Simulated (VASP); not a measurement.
# Ti3Ru (P6/mmm) in VASP: relaxation of cell and atoms with PBE

Aim: the relaxation of cell and atoms of Ti3Ru with PBE.

All numbers are computed with VASP 6.6.1; they aren't measurements. Logs are shortened: lines on timing, memory, paths and dates and some standing lists are left out, and cuts for length are marked.

### Step 1. The crystal as given

The structure is hexagonal, space group P6/mmm (No. 191). The conventional cell has a = 4.950 Å, b = 4.950 Å, c = 2.742 Å, α = 90.00°, β = 90.00°, γ = 120.00°. Ti (site symmetry mmm) has 2 Ru at 2.47 Å and 6 Ti at 2.47 to 2.74 Å as nearest neighbours. Around Ru (site symmetry 6/mmm) lie 6 Ti at 2.47 Å and 2 Ru at 2.74 Å.

The cell was built by a generator and needn't be a form met in nature.

### Step 2. Relaxation of cell and atoms, PBE

INCAR reads:

```
PREC = Normal ; ENCUT = 520
EDIFF = 1E-4 ; ISMEAR = 0
SIGMA = 0.15 ; LREAL = False
LASPH = True ; NELM = 60
ALGO = Fast ; ISIF = 3
LWAVE = False ; LCHARG = False
GGA = PE ; IBRION = 2
NSW = 24 ; EDIFFG = -0.08
```

KPOINTS reads:

```
regular mesh
0
Gamma
  5 5 7
```

POSCAR reads:

```
Ti3Ru
1.0
    4.9497041700      0.0000000000      0.0000000000
   -2.4748520900      4.2865695600      0.0000000000
    0.0000000000      0.0000000000      2.7424966300
Ti Ru
3 1
Direct
    0.5000000000      0.0000000000      0.0000000000
    0.0000000000      0.5000000000      0.0000000000
    0.5000000000      0.5000000000      0.0000000000
    0.0000000000      0.0000000000      0.0000000000
```

Potentials or basis: VASP PAW PBE potentials, release 64 (Ti_sv, Ru_pv).

Launch:

```
$ cat potpaw_PBE.64/Ti_sv/POTCAR potpaw_PBE.64/Ru_pv/POTCAR > POTCAR
$ mpirun -np 1 vasp_std > vasp.out
```

OUTCAR:

```text
PREC = Normal
   ENCUT = 520
   EDIFF = 1E-4
   ISMEAR = 0
   LREAL = False
   LASPH = True
   NELM = 60
   ISIF = 3
   GGA = PE
   IBRION = 2
   NSW = 24
   EDIFFG = -0.08

 ion  position               nearest neighbor table
   1  0.500  0.000  0.000-   4 2.47   4 2.47   2 2.47   2 2.47   3 2.47   3 2.47
   2  0.000  0.500  0.000-   3 2.47   3 2.47   1 2.47   1 2.47   4 2.47   4 2.47
   3  0.500  0.500  0.000-   2 2.47   2 2.47   4 2.47   4 2.47   1 2.47   1 2.47
   4  0.000  0.000  0.000-   1 2.47   1 2.47   3 2.47   3 2.47   2 2.47   2 2.47

  LATTYP: Found a hexagonal cell.
 ALAT       =     4.9497041700
 C/A-ratio  =     0.5540728366

  Lattice vectors:

 A1 = (   4.9497041700,   0.0000000000,   0.0000000000)
 A2 = (  -2.4748520900,   4.2865695600,   0.0000000000)
 A3 = (   0.0000000000,   0.0000000000,   2.7424966300)

Analysis of symmetry for initial positions (statically):
=====================================================================
 Subroutine PRICEL returns:
 Original cell was already a primitive cell.

 Routine SETGRP: Setting up the symmetry group for a
 hexagonal supercell.

 Subroutine GETGRP returns: Found 24 space group operations
 (whereof 24 operations were pure point group operations)
 out of a pool of 24 trial point group operations.

The static configuration has the point symmetry D_6h.

Analysis of symmetry for dynamics (positions and initial velocities):
=====================================================================
 Subroutine PRICEL returns:
 Original cell was already a primitive cell.

 Routine SETGRP: Setting up the symmetry group for a
 hexagonal supercell.

 Subroutine GETGRP returns: Found 24 space group operations
 (whereof 24 operations were pure point group operations)
 out of a pool of 24 trial point group operations.

The dynamic configuration has the point symmetry D_6h.

 Subroutine INISYM returns: Found 24 space group operations
 (whereof 24 operations are pure point group operations),
 and found     1 'primitive' translations

----------------------------------------------------------------------------------------

                                     Primitive cell

  volume of cell :      58.1882

  direct lattice vectors                    reciprocal lattice vectors
     4.949704170  0.000000000  0.000000000     0.202032276  0.116643389  0.000000000
    -2.474852090  4.286569560  0.000000000     0.000000000  0.233286778  0.000000000
     0.000000000  0.000000000  2.742496630     0.000000000  0.000000000  0.364631259

  length of vectors
     4.949704170  4.949704179  2.742496630     0.233286778  0.233286778  0.364631259

  position of ions in fractional coordinates (direct lattice)
     0.500000000  0.000000000  0.000000000
     0.000000000  0.500000000  0.000000000
     0.500000000  0.500000000  0.000000000
     0.000000000  0.000000000  0.000000000

  ion indices of the primitive-cell ions
   primitive index   ion index
                 1           1
                 2           2
                 3           3
                 4           4

----------------------------------------------------------------------------------------

 KPOINTS: regular mesh

Automatic generation of k-mesh.
 Grid dimensions read from file:
 generate k-points for:    5    5    7

 Generating k-lattice:

  Cartesian coordinates                     Fractional coordinates (reciprocal lattice)
     0.040406455  0.023328678  0.000000000     0.200000000  0.000000000  0.000000000
     0.000000000  0.046657356  0.000000000     0.000000000  0.200000000  0.000000000
     0.000000000  0.000000000  0.052090180     0.000000000  0.000000000  0.142857143

  Length of vectors
     0.046657356  0.046657356  0.052090180

  Shift w.r.t. Gamma in fractional coordinates (k-lattice)
     0.000000000  0.000000000  0.000000000

 Subroutine IBZKPT returns following result:
 ===========================================

 Found     20 irreducible k-points:

 Following reciprocal coordinates:
            Coordinates               Weight
  0.000000  0.000000  0.000000      1.000000
  0.200000  0.000000  0.000000      6.000000
  0.400000  0.000000  0.000000      6.000000
  0.200000  0.200000  0.000000      6.000000
  0.400000  0.200000  0.000000      6.000000
  0.000000  0.000000  0.142857      2.000000
[... 12 lines left out ...]
  0.200000  0.200000  0.428571     12.000000
  0.400000  0.200000  0.428571     12.000000
   k-points           NKPTS =     20   k-points in BZ     NKDIM =     20   number of bands    NBANDS=     30
   number of dos      NEDOS =    301   number of ions     NIONS =      4
   total plane-waves  NPLWV =  12544
   dimension x,y,z NGX =    28 NGY =   28 NGZ =   16
   dimension x,y,z NGXF=    56 NGYF=   56 NGZF=   32
   ions per type =               3   1
   NGX,Y,Z   is equivalent  to a cutoff of   9.40,  9.40,  9.70 a.u.
   NGXF,Y,Z  is equivalent  to a cutoff of  18.81, 18.81, 19.40 a.u.
 SYSTEM =  unknown system
   PREC   = normal    normal or accurate (medium, high low for compatibility)
   ISTART =      0    job   : 0-new  1-cont  2-samecut
   ICHARG =      2    charge: 1-file 2-atom 10-const
   ISPIN  =      1    spin polarized calculation?
   LNONCOLLINEAR =      F non collinear calculations
   LSORBIT =      F    spin-orbit coupling
   LASPH  =      T    aspherical Exc in radial PAW
   ENCUT  =  520.0 eV  38.22 Ry    6.18 a.u.   9.20  9.20  5.10*2*pi/ulx,y,z
   NELM   =     60;   NELMIN=  2; NELMDL= -5     # of ELM steps
   EDIFF  = 0.1E-03   stopping-criterion for ELM
   LREAL  =      F    real-space projection
   EDIFFG = -.8E-01   stopping-criterion for IOM
   NSW    =     24    number of steps for IOM
   IBRION =      2    ionic relax: 0-MD 1-quasi-New 2-CG
   NFREE  =      1    steps in history (QN), initial steepest desc. (CG)
   ISIF   =      3    stress and relaxation
   ISYM   =      2    0-nonsym 1-usesym 2-fastsym
   POTIM  = 0.5000    time-step for ionic-motion
   TEBEG  =    0.0;   TEEND  =   0.0 temperature during run
   PSTRESS=    0.0 pullay stress
   NELECT =      50.0000    total number of electrons
   NUPDOWN=      -1.0000    fix difference up-down
   EMIN   =  10.00;   EMAX   =-10.00  energy-range for DOS
   EFERMI =   0.00;   METHOD = LEGACY
   ISMEAR =     0;   SIGMA  =   0.15  broadening in eV -4-tet -1-fermi 0-gaus
   EFERMI_NEDOS =   21; number of points for ismear=-14 and -15
   IALGO  =     68    algorithm
   IMIX   =      4    mixing-type and parameters
     AMIX     =   0.40;   BMIX     =  1.00
     AMIX_MAG =   1.60;   BMIX_MAG =  1.00
  volume/ion in A,a.u.               =      14.55        98.17
  Fermi-wavevector in a.u.,A,eV,Ry     =   1.556395  2.941160 32.958272  2.422365
  Thomas-Fermi vector in A             =   2.660197
   LORBIT       =      0    0 simple, 1 ext, 2 COOP (PROOUT), +10 PAW based schemes
   GGA     = PE    functional components
   LHFCALC =     F    Hartree Fock is set to
   AEXX    =    0.0000 exact exchange contribution
   IVDW    =     0    specifies the selected vdW correction
   LEPSILON=     F    determine dielectric tensor
   LRPA    =     F    only Hartree local field effects (RPA)
 conjugate gradient relaxation of ions
 non-spin polarized calculation
 RMM-DIIS sequential band-by-band and
 Gauss-broadening in eV      SIGMA  =   0.15
  energy-cutoff  :      520.00
  volume of cell :       58.19
 maximum number of plane-waves:      1582
   NGX = 19   NGY = 19   NGZ = 11

--------------------------------------- Ionic step        1  -------------------------------------------

 number of electron      50.0000024 magnetization

 Free energy of the ion-electron system (eV)
  ---------------------------------------------------
  ext. energy  EPLUGINS =         0.00000000
  ---------------------------------------------------
  free energy    TOTEN  =       -30.34125773 eV

  energy without entropy =      -30.28403618  energy(sigma->0) =      -30.31264696

 E-fermi :  10.8183     XC(G=0): -12.5665

 val. band max:       10.7873950232   @ k =   0.2000   0.2000   0.2857
 cond. band min:      10.8186013757   @ k =   0.4000   0.2000   0.2857
 fundamental gap:      0.0312063526
 Fermi energy:        10.8183352294

 k-point     1 :       0.0000    0.0000    0.0000
  band No.  band energies     occupation
      1     -45.9365      2.00000
      2     -45.5767      2.00000
      3     -45.5767      2.00000
      4     -31.9802      2.00000
      5     -31.9802      2.00000
      6     -31.4542      2.00000
[... 684 lines left out ...]
  energy  without entropy=      -30.2840361825  energy(sigma->0) =      -30.31264696

--------------------------------------- Ionic step        2  -------------------------------------------

 number of electron      49.9999827 magnetization

------------------------ aborting loop EDIFF was not reached (unconverged)  ----------------------------

  FORCE on cell =-STRESS in cart. coord.  units (eV):
  Direction    XX          YY          ZZ          XY          YZ          ZX
  --------------------------------------------------------------------------------------
  -------------------------------------------------------------------------------------
  Total      -10.2377200    -10.2377200    -11.7326316      0.0000000     -0.0000000     -0.0000000
  in kB     -206.5963645   -206.5963655   -236.7635611      0.0000003     -0.0000000     -0.0000000
  external PRESSURE =    -216.6520970 kB  Pullay stress =       0.0000000 kB

 VOLUME and BASIS-vectors are now :
 -----------------------------------------------------------------------------
  energy-cutoff  :      520.00
  volume of cell :       79.39
      direct lattice vectors                 reciprocal lattice vectors
     5.731993592 -0.000000001  0.000000000     0.174459372  0.100724165  0.000000000
    -2.865996802  4.964052076 -0.000000000     0.000000000  0.201448330  0.000000000
     0.000000000 -0.000000000  2.790288623    -0.000000000 -0.000000000  0.358385864
[... 242 lines left out ...]
  energy  without entropy=      -31.2562013953  energy(sigma->0) =      -31.30313917

--------------------------------------- Ionic step        9  -------------------------------------------

 number of electron      50.0000039 magnetization

 Free energy of the ion-electron system (eV)
  ---------------------------------------------------
  ext. energy  EPLUGINS =         0.00000000
  ---------------------------------------------------
  free energy    TOTEN  =       -31.35005331 eV

  energy without entropy =      -31.25543157  energy(sigma->0) =      -31.30274244

 E-fermi :   9.0702     XC(G=0): -11.9149

 val. band max:        9.0628586557   @ k =   0.2000   0.0000   0.0000
 cond. band min:       9.0869816524   @ k =   0.4000   0.0000   0.1429
 fundamental gap:      0.0241229967
 Fermi energy:         9.0702253541

 k-point     1 :       0.0000    0.0000    0.0000
  band No.  band energies     occupation
      1     -47.7295      2.00000
      2     -47.6015      2.00000
      3     -47.6014      2.00000
      4     -33.7092      2.00000
      5     -33.7092      2.00000
      6     -33.4124      2.00000
[... 680 lines left out ...]
  FREE ENERGIE OF THE ION-ELECTRON SYSTEM (eV)
  ---------------------------------------------------
  free  energy   TOTEN  =       -31.3500533064 eV

  energy  without entropy=      -31.2554315741  energy(sigma->0) =      -31.30274244

 reached required accuracy - stopping structural energy minimisation
```

Wall time 2.4 min (1 thread of Intel Xeon 6975P-C (Granite Rapids), shared host); peak memory 0.15 GiB.

What came out:

| Item | Value |
| --- | --- |
| Free energy | -31.3501 eV |
| Relaxed volume | 16.68 Å³/atom |
| Relaxed cell | a = 5.462 Å, b = 5.462 Å, c = 2.583 Å, α = 90.00°, β = 90.00°, γ = 120.00° |
| Space group after relaxing (to 0.05 Å) | P6/mmm (No. 191) |
| Energy gained by relaxing | 252.2 meV/atom |
| Ionic steps | 9 |
| Pressure after relaxing | -0.4 GPa |
| Band gap on the k mesh | none (metal or under the smearing width) |

Step by step:
```csv
step,energy change (eV),largest force (eV/Å),pressure (GPa),volume (Å³)
1,0.0000,0.0000,25.38,58.19
2,0.1024,0.0000,-21.67,79.39
3,-0.9110,0.0000,-0.43,67.42
4,-0.9156,0.0000,-1.90,68.17
5,-0.9719,0.0000,-0.19,66.83
6,-0.9905,0.0000,2.32,65.50
7,-1.0077,0.0000,-0.87,67.07
8,-1.0088,0.0000,-0.65,66.79
9,-1.0088,0.0000,-0.44,66.72
```

Final structure:
```xyz
4
Lattice="5.4617 0.0000 0.0000 -2.7309 4.7300 0.0000 0.0000 0.0000 2.5825" Properties=species:S:1:pos:R:3 pbc="T T T"
Ti    2.7309    0.0000    0.0000
Ti   -1.3654    2.3650    0.0000
Ti    1.3654    2.3650    0.0000
Ru    0.0000    0.0000    0.0000
```

Levels at points of the mesh, in eV from the Fermi level:
```csv
k point,band 22,band 23,band 24,band 25,band 26,band 27
"(0.00, 0.00, 0.00)",-0.96,-0.96,-0.04,-0.04,0.09,0.09
```

Caveat: the relaxation stopped at a loose force limit of 0.08 eV/Å, so its end isn't a converged minimum.
